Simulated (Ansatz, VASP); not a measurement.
# Cross-check of W (linear W chain) between VASP and Ansatz, part 2 of 2

One calculation is typed for both programs; each brings its own data sets. How far apart do they land? The cell is taken from a series of runs on this material, whose earlier steps may have relaxed, scaled, displaced or heated it; both programs get it as it stands.

VASP 6.6.1 and Ansatz 0.2.0.

So far: Set-up; Ansatz: single point, PBE, pair 1; VASP: single point, PBE, pair 1; Side by side; Other set-ups; Ansatz: single point, PBE, pair 2.

## Step 7: VASP: single point, PBE, pair 2

Level of this step: PBE, spin-polarised from a ferromagnetic start; plane waves and PAW (W) (VASP).

The same cell, functional, mesh and smearing now go to VASP, with its own data sets.

Input file INCAR:

```
SYSTEM = W
PREC = Accurate
ENCUT = 600
EDIFF = 1E-06
NELM = 200
ISMEAR = -1
SIGMA = 0.05
LREAL = .FALSE.
ALGO = Normal
GGA = PE
NBANDS = 10
ISPIN = 2
MAGMOM = 1.28
LASPH = .TRUE.
LMAXMIX = 4
LORBIT = 11
LWAVE = .FALSE.
LCHARG = .FALSE.
ISIF = 2
GGA_COMPAT = .FALSE.
```

Input file POSCAR:

```
W
1.0
    7.5000000000      0.0000000000      0.0000000000
    0.0000000000      7.5000000000      0.0000000000
    0.0000000000      0.0000000000      2.5911430852
W
1
Direct
    0.5000000000      0.5000000000      0.0000000000
```

Input file KPOINTS:

```
Automatic mesh
0
Gamma
1 1 31
0 0 0
```

Potentials, in the order of the species: W (PBE family, release 64).

Command:

```console
$ mpirun -np 1 vasp_std
```

Numbers of over 12 decimals in the logs are rounded to 6 here.

The program printed:

```text
[... set-up lines as in an earlier step ...]
 entering main loop
       N       E                     dE             d eps       ncg     rms          rms(c)
DAV:   1     0.172859397652E+02    0.17286E+02   -0.17263E+03   640   0.401E+02
DAV:   2    -0.497174474022E+01   -0.22258E+02   -0.19659E+02  1102   0.573E+01
DAV:   3    -0.715713346278E+01   -0.21854E+01   -0.20764E+01   760   0.218E+01
DAV:   4    -0.718789541404E+01   -0.30762E-01   -0.30544E-01   756   0.285E+00
[...]
DAV:  14    -0.680631871103E+01    0.40666E-04   -0.54772E-05   640   0.477E-02    0.847E-03
DAV:  15    -0.680632840003E+01   -0.96890E-05   -0.30232E-05   640   0.277E-02    0.241E-03
DAV:  16    -0.680632828516E+01    0.11487E-06   -0.77486E-06   644   0.173E-02
   1 F= -.68063283E+01 E0= -.67939513E+01  d E =-.247540E-01  mag=     2.1914
```

From OUTCAR (step 7):

```text
  Total       -0.1977293     -0.1977293     -5.8793020      0.0000000      0.0000000      0.0000000
  in kB       -2.1735403     -2.1735403    -64.6282547      0.0000000      0.0000000      0.0000000
  external PRESSURE =     -22.9917785 kB  Pullay stress =       0.0000000 kB

  FREE ENERGIE OF THE ION-ELECTRON SYSTEM (eV)
  ---------------------------------------------------
  free  energy   TOTEN  =        -6.8063282852 eV

  energy  without entropy=       -6.7815742600  energy(sigma->0) =       -6.79395127

 magnetization (x)
# of ion       s       p       d       tot
------------------------------------------
    1        0.097   0.028   1.633   1.758

[... 1 part as in an earlier step ...]

[... 3 further parts left out ...]
[key lines of the parts left out:]
E-fermi :  -3.0779
```

## Step 8: Differences

What differs besides the data sets and the points named for the pairs above, as far as they apply: VASP starts from the moments at which Ansatz ended; the data sets hold 14 valence electrons in Ansatz (on its default PAW (the set named soft_2) files) and 6 in VASP; site moments are counted in spheres of each program's own size. Total energies have different zeros and are not compared.

Both answers:

```
         quantity  Ansatz   VASP  difference
   pressure (GPa)   -2.17  -2.30       +0.12
total moment (μB)    2.18   2.19       -0.02
moment on W1 (μB)    1.28   1.76       -0.48
```

## Step 9: Ansatz: single point, PBE, pair 3

A single point gives forces, pressure and levels at one fixed geometry, so differences don't come from the geometry; what else differs is listed under the comparison. The cell compared in this pair holds 139.30 Å³, against 145.75 Å³ for the pair before.

The cell is taken from a series of runs on this material, whose earlier steps may have relaxed, scaled, displaced or heated it; both programs get it as it stands.

Input file input.yaml:

```yaml
crystal:
  lattice:
    - [7.5, 0.0, 0.0]
    - [0.0, 7.5, 0.0]
    - [0.0, 0.0, 2.4764907363]
  atoms:
    - { symbol: W, position: [0.5, 0.5, 0.0], spin: 2.0 }
magnetization:
  spin_polarized: true
kpoints:
  mp_grid: { grid: [1, 1, 33] }
scf:
  occupations: { method: fermi_dirac, width: 0.05 }
hamiltonian:
  xc: pbe
output:
  transmission:
    e_range: [-2, 2]
    de: 0.035
    kmesh: [1, 1]
    reduced_basis: true
    leads: [[0, 0]]
  stress: true
```

Command:

```console
$ ansatz run input.yaml --threads 4 --pin off --max-ram 8192MiB --backend cpu --events-out ev --progress --plain --runs-dir out
```

The program printed:

```text
[...]
Crystal: 1 atoms, lattice volume = 139.303 Å³
Basis set: ecut = 420 eV, 2729 PW (Γ)
Bands: 12, of which v1, the nominal top of the filled ones, is band 7 counted from 1 (6 counted from 0)
Symmetry: 16 space group operations
[...]
k-points: 17 of 33
[...]
Starting moments: Σ|m| = 2 μB on 1 of 1 site
[...]
--- Transmission ---
  basis      : 497 plane waves across, 4 finite elements along
  points     : 1, standing for a mesh of 1 x 1
[...]
crystal 0  : W1, at the sites [0, 0], period 2.4765 Å: whole cells are its period
[...]
filled         : 4.3 meV over the level at which it is neutral
    channels       : 6.000000e0 up, 4.000000e0 down
[...]
[key lines of the parts left out:]
SCF converged after 18 iterations
Magnetization: 1.8737 μB (7.9368 up, 6.0632 down)
Free energy (F): -10378.872856 eV
Fermi energy:    -1.227756 eV
P = ⅓ Tr σ = -1.5314 GPa (-15.314 kbar)
```

## Step 10: VASP: single point, PBE, pair 3

The same cell, functional, mesh and smearing now go to VASP, with its own data sets.

INCAR: that of step 7 with these lines changed.

```diff
@@ -12,3 +12,3 @@
 ISPIN = 2
-MAGMOM = 1.28
+MAGMOM = 1.03
 LASPH = .TRUE.
```

POSCAR: that of step 7 with these lines changed.

```diff
@@ -4,3 +4,3 @@
     0.0000000000      7.5000000000      0.0000000000
-    0.0000000000      0.0000000000      2.5911430852
+    0.0000000000      0.0000000000      2.4764907363
 W
```

Input file KPOINTS:

```
Automatic mesh
0
Gamma
1 1 33
0 0 0
```

Command:

```console
$ mpirun -np 1 vasp_std
```

The program printed:

```text
[... set-up lines as in an earlier step ...]
 entering main loop
       N       E                     dE             d eps       ncg     rms          rms(c)
DAV:   1     0.186441613588E+02    0.18644E+02   -0.16128E+03   680   0.387E+02
DAV:   2    -0.530888965985E+01   -0.23953E+02   -0.21131E+02  1174   0.589E+01
DAV:   3    -0.745362678875E+01   -0.21447E+01   -0.20976E+01   818   0.227E+01
DAV:   4    -0.747835833475E+01   -0.24732E-01   -0.24518E-01   828   0.260E+00
[...]
DAV:  20    -0.702980003070E+01   -0.91481E-05   -0.92261E-05   680   0.525E-02    0.675E-03
DAV:  21    -0.702978969027E+01    0.10340E-04   -0.27696E-05   680   0.298E-02    0.347E-03
DAV:  22    -0.702979046956E+01   -0.77929E-06   -0.35422E-06   684   0.113E-02
   1 F= -.70297905E+01 E0= -.70154526E+01  d E =-.286758E-01  mag=     0.9411
```

OUTCAR, selected parts (step 10):

```text
  Total       -0.2099211     -0.2099211     -6.3328848      0.0000000      0.0000000     -0.0000000
  in kB       -2.4143900     -2.4143900    -72.8371488      0.0000000      0.0000000     -0.0000000
  external PRESSURE =     -25.8886429 kB  Pullay stress =       0.0000000 kB

  FREE ENERGIE OF THE ION-ELECTRON SYSTEM (eV)
  ---------------------------------------------------
  free  energy   TOTEN  =        -7.0297904696 eV

  energy  without entropy=       -7.0011146765  energy(sigma->0) =       -7.01545257

 magnetization (x)
# of ion       s       p       d       tot
------------------------------------------
    1        0.034   0.013   0.717   0.765

[... 1 part as in an earlier step ...]

[... 3 further parts left out ...]
[key lines of the parts left out:]
E-fermi :  -3.1571
```

## Step 11: Comparison

What differs besides the data sets and the points named for the pairs above, as far as they apply: the data sets hold 14 valence electrons in Ansatz (on its default PAW (the set named soft_2) files) and 6 in VASP. Total energies have different zeros and are not compared.

Both answers:

```
         quantity  Ansatz   VASP  difference
   pressure (GPa)   -1.53  -2.59       +1.06
total moment (μB)    1.87   0.94       +0.93
moment on W1 (μB)    1.03   0.77       +0.26
```

The two runs ended with unlike total or site moments, perhaps in different magnetic states; the other differences may follow from that, so they don't measure the programs' precision.

## Step 12: What came out

```
difference in pressure (single point, PBE, pair 1)     : 1.3 GPa
difference in total moment (single point, PBE, pair 2) : -0.016 μB
difference in total moment (single point, PBE, pair 3) : 0.93 μB
difference in pressure (single point, PBE, pair 3)     : 1.1 GPa
```

The difference in pressure is 1.3 GPa (single point, PBE, pair 1), beyond the 1 GPa picked in this series as the mark of a large difference. The data sets hold unlike numbers of valence electrons (14 in Ansatz and 6 in VASP), so part of the differences comes from the potentials. Single point, PBE, pair 1, VASP with the data sets W_sv and a cutoff of 500 eV: the difference in pressure goes from 1.3 to -0.43 GPa. The runs of the single point, PBE, pair 3 pair ended with unlike moments, so it says little about numerical agreement. By the marks of this series, far apart in the single point, PBE, pair 3 pair: the difference in pressure, 1.1 GPa. What causes the difference of the single point, PBE, pair 3 pair stays open here. 5 further runs of this series are not shown here. How closely two codes agree says nothing of how well the functional describes the real material.

[Lines on the potential files, build, host, timing and source positions are cut from VASP's logs without a mark.]

[Logs are printed without paths, hosts, clocks, repeated set-up lines and the standing remarks that a program may print on its own settings, such as how far it seeks lower states.]

[Hosts, paths, dates, database ids (printed as entryN), source tags and the programs' standing remarks are cut or masked in the printed files.]
